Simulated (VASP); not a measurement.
Crystal: SiB2.

```
Si B
1.0
     2.41558    0.00000    0.00000
    -1.20779    2.09195    0.00000
     0.00000    0.00000    5.81022
Si B
1 2
Direct
  0.00000 0.00000 0.00000
  0.00000 0.00000 0.36107
  0.00000 0.00000 0.63893
```

The cell was built by a generator and needn't be a form met in nature.

| Property | Result |
| --- | --- |
| Program | VASP 6.6.1 |
| Task | relaxation of cell and atoms |
| Functional | PBE |
| Potentials or basis | VASP PAW PBE potentials, release 64 (Si, B) |
| Cutoff | 520 eV |
| k mesh | 10 × 10 × 4 |
| Occupations | gaussian, width 0.15 eV |
| Spin | no spin polarisation |

At the start: pressure 7.3 GPa; volume 9.79 Å³/atom.

Task: Where does the relaxation end?

Result: Over 5 steps the energy falls by 9.0 meV/atom and the volume is 10.14 Å³/atom (+3.6 %); space group P6/mmm (No. 191, to 0.05 Å).

The path:
```csv
step,energy change (eV),largest force (eV/Å),pressure (GPa),volume (Å³)
1,0.0000,0.2507,7.25,29.36
2,-0.0026,0.5444,-5.47,31.28
3,-0.0258,0.2088,0.34,30.31
4,-0.0266,0.1154,-0.03,30.47
5,-0.0270,0.0099,-0.03,30.41
```

Final structure:
```cif
data_structure
_symmetry_space_group_name_H-M 'P 1'
_symmetry_Int_Tables_number 1
_cell_length_a 2.4354
_cell_length_b 2.4354
_cell_length_c 5.9214
_cell_angle_alpha 90.000
_cell_angle_beta 90.000
_cell_angle_gamma 120.000
_cell_volume 30.41
loop_
_atom_site_label
_atom_site_type_symbol
_atom_site_fract_x
_atom_site_fract_y
_atom_site_fract_z
_atom_site_occupancy
Si1 Si 0.00000 0.00000 0.00000 1
B1 B 0.00000 0.00000 0.36093 1
B2 B 0.00000 0.00000 0.63907 1
```
